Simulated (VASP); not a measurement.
An input for Quantum ESPRESSO's pw.x (written as the equivalent of a VASP run, and not itself run):

```
&CONTROL
  calculation = 'vc-relax'
  pseudo_dir = './pseudo'
  outdir = './out'
  tprnfor = .true.
  tstress = .true.
  nstep = 60
  forc_conv_thr = 0.00039
/
&SYSTEM
  ibrav = 0
  nat = 2
  ntyp = 2
  ecutwfc = 86
  occupations = 'smearing'
  smearing = 'gaussian'
  degauss = 0.003675
  input_dft = 'pbe'
/
&ELECTRONS
  conv_thr = 7.3e-08
  electron_maxstep = 100
/
&IONS
/
&CELL
/
ATOMIC_SPECIES
  Mg 24.305 Mg.upf
  Se 78.971 Se.upf
CELL_PARAMETERS angstrom
     0.0000000    2.7521041    2.7521041
     2.7521041    0.0000000    2.7521041
     2.7521041    2.7521041   -0.0000000
ATOMIC_POSITIONS crystal
  Mg   0.0000000  0.0000000  0.0000000
  Se   0.5000000  0.5000000  0.5000000
K_POINTS automatic
  8 8 8 0 0 0
```

**Question.** Translate this input to VASP (INCAR, KPOINTS, POSCAR, choice of POTCAR).

**Answer.** Several could match; the one computed here: 
File KPOINTS:
```
Automatic mesh
0
Gamma
  8 8 8
0 0 0
```

### POSCAR
```
MgSe
1
    0.0000000000     2.7521041350     2.7521041350
    2.7521041350     0.0000000000     2.7521041350
    2.7521041350     2.7521041350    -0.0000000000
Mg Se
1 1
Direct
  0.0000000000   0.0000000000   0.0000000000
  0.5000000000   0.5000000000   0.5000000000
```

**INCAR**
```
! general
SYSTEM  = MgSe
PREC    = Accurate
ENCUT   = 520
LREAL   = .FALSE.
LASPH   = .TRUE.

! electronic loop
EDIFF   = 1E-6
NELM    = 100
ALGO    = Normal
LMAXMIX = 4

! smearing
ISMEAR  = 0
SIGMA   = 0.05

! functional
GGA     = PE

! ions
IBRION  = 2
NSW     = 60
ISIF    = 3
EDIFFG  = -0.01

! output
LWAVE   = .FALSE.
LCHARG  = .FALSE.
```

POTCAR, in this order: Mg Se (PBE.64 set). Program: vasp_std.

Limits of the translation: the potentials are each code's own (VASP's PAW set, PseudoDojo norm-conserving files in pw.x), so ENCUT and ecutwfc are chosen apart and not converted; conv_thr bounds pw.x's estimated SCF error, while EDIFF bounds the energy change between steps; forc_conv_thr acts on force components and is met together with etot_conv_thr.

The compound is MgSe in the rock salt structure. It was relaxed first. The start is the result of an earlier pass.
